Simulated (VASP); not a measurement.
Input of a VASP 6.6.1 run:

File INCAR:

```
ALGO     = Fast           # electronic algorithm
EDIFF    = 1E-6           # SCF threshold, eV
ENCUT    = 520            # plane-wave cutoff, eV
GGA      = PE             # functional
ISIF     = 2              # what is computed and relaxed
ISMEAR   = -1             # smearing method
ISPIN    = 2              # spin polarisation
KPAR     = 4            
LASPH    = T              # aspherical terms in the spheres
LCHARG   = F              # write CHGCAR
LMAXMIX  = 4              # l up to which the mixer works
LORBIT   = 11             # projections on sites
LREAL    = F              # projectors in reciprocal space
LWAVE    = F              # write WAVECAR
MAGMOM   = 1 1 0 0.6 0    # initial moments
NBANDS   = 40             # bands
NELM     = 100            # most SCF steps
PREC     = Accurate       # precision mode
SIGMA    = 0.05           # smearing width, eV
```

The input KPOINTS:

```
k-points
0
Gamma
  11 11 3
```

The input POSCAR:

```
NiMoIrPdW
1.0
    2.7660900000      0.0000000000      0.0000000000
   -1.3830500000      2.3955100000      0.0000000000
    0.0000000000      0.0000000000     11.0227800000
Ni Mo Pd Ir W
1 1 1 1 1
Direct
    0.3333300000      0.6666700000      0.5971100000
    0.0000000000      0.0000000000      0.4107400000
    0.6666700000      0.3333300000      0.7952000000
    0.6666700000      0.3333300000      0.1996100000
    0.3333300000      0.6666700000      0.9973400000
```

Contents of KPOINTS_OPT:

```
path GMKGALHA,LM,KH
20
line-mode
reciprocal
 0.0000000000  0.0000000000  0.0000000000  G
 0.5000000000  0.0000000000  0.0000000000  M

 0.5000000000  0.0000000000  0.0000000000  M
 0.3333333333  0.3333333333  0.0000000000  K

 0.3333333333  0.3333333333  0.0000000000  K
 0.0000000000  0.0000000000  0.0000000000  G

 0.0000000000  0.0000000000  0.0000000000  G
 0.0000000000  0.0000000000  0.5000000000  A

 0.0000000000  0.0000000000  0.5000000000  A
 0.5000000000  0.0000000000  0.5000000000  L

 0.5000000000  0.0000000000  0.5000000000  L
 0.3333333333  0.3333333333  0.5000000000  H

 0.3333333333  0.3333333333  0.5000000000  H
 0.0000000000  0.0000000000  0.5000000000  A

 0.5000000000  0.0000000000  0.5000000000  L
 0.5000000000  0.0000000000  0.0000000000  M

 0.3333333333  0.3333333333  0.0000000000  K
 0.3333333333  0.3333333333  0.5000000000  H
```

Potentials or basis: VASP PAW PBE potentials, release 64 (Ni, Mo_sv, Pd, Ir, W_sv).

Run with:

```console
$ cat potpaw_PBE.64/Ni/POTCAR potpaw_PBE.64/Mo_sv/POTCAR potpaw_PBE.64/Pd/POTCAR potpaw_PBE.64/Ir/POTCAR potpaw_PBE.64/W_sv/POTCAR > POTCAR
$ mpirun -np 4 vasp_std > vasp.out
```

Task: What does it give for the pressure?

Result: 0.4 GPa.

Task: Predict the band gap along the path.

Result: None (metal or under the smearing width).

Forces in eV/Å, atoms in the order of the input:
```
Ni   0.000  0.000 -0.025
Mo   0.000  0.000 -0.065
Pd   0.000  0.000 -0.094
Ir   0.000  0.000  0.039
W    0.000  0.000  0.145
```

Caveat: spin-orbit coupling is left out, which moves the levels of the heavy elements.
